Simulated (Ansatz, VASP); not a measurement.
# Te3As: VASP beside Ansatz

Contents of INCAR:

```
SYSTEM = Te3As
ALGO = Normal
EDIFF = 1E-6
EDIFFG = -0.04
ENCUT = 600
GGA = PE
IBRION = 2
ISIF = 3
ISMEAR = 0
LASPH = .TRUE.
LCHARG = .FALSE.
LREAL = .FALSE.
LWAVE = .FALSE.
NELM = 100
NSW = 90
PREC = Accurate
SIGMA = 0.1
```

KPOINTS

```
k-points
0
G
  6 6 6
  0 0 0
```

File POSCAR:

```
Te3As
1.0
   -2.3769403517      2.3769403517      5.3095290974
    2.3769403517     -2.3769403517      5.3095290974
    2.3769403517      2.3769403517     -5.3095290974
Te As
3 1
Direct
    0.5000000000      0.5000000000      0.0000000000
    0.2500000000      0.7500000000      0.5000000000
    0.7500000000      0.2500000000      0.5000000000
    0.0000000000      0.0000000000      0.0000000000
```

Input for Ansatz:

```yaml
crystal:
  lattice:
    - [-2.3769403517, 2.3769403517, 5.3095290974]
    - [2.3769403517, -2.3769403517, 5.3095290974]
    - [2.3769403517, 2.3769403517, -5.3095290974]
  atoms:
    - { symbol: Te, position: [0.5, 0.5, 0.0] }
    - { symbol: Te, position: [0.25, 0.75, 0.5] }
    - { symbol: Te, position: [0.75, 0.25, 0.5] }
    - { symbol: As, position: [0.0, 0.0, 0.0] }
basis:
  ecutwfc: 420
kpoints:
  mp_grid: { grid: [6, 6, 6] }
hamiltonian:
  xc: pbe
scf:
  occupations: { method: gaussian, width: 0.1 }
  lower_state_search: "off"
output:
  forces: true
  stress: true
  eigenvalues: true
relax:
  adjacent_minimum: "off"
  f_tol: 0.04
  max_steps: 70
  cell: { stress_tol: 0.4 }
```

Alike in both runs: task relaxation of cell and atoms; functional PBE; k mesh 6 × 6 × 6; occupations gaussian, width 0.1 eV; no spin polarisation.

```csv
,VASP,Ansatz
version,VASP 6.6.1,Ansatz 0.2.0
potentials or method,"VASP PAW PBE potentials, release 64 (Te, As)","scalar-relativistic, plane waves, PAW"
plane-wave cutoff (eV),600,420
valence electrons in the cell,23,63
```

|  | VASP | Ansatz | Ansatz less VASP |
| --- | --- | --- | --- |
| gap on the k mesh at the Fermi level, each at its own relaxed structure (eV) | none | none | - |
| relaxed volume (Å³/atom) | 26.16 | 26.08 | -0.085 |
| relaxed cell length with the largest relative difference (Å) | 6.052 | 6.066 | +0.0144 |
| energy change over the relaxation (meV/atom) | -86 | -85 | +1.7 |

A gap of «none» marks a metal or a gap that the smearing closes. The two sets of potentials don't hold the same shells in valence.

The runs have no spin-orbit coupling, so splittings on Te are missing.
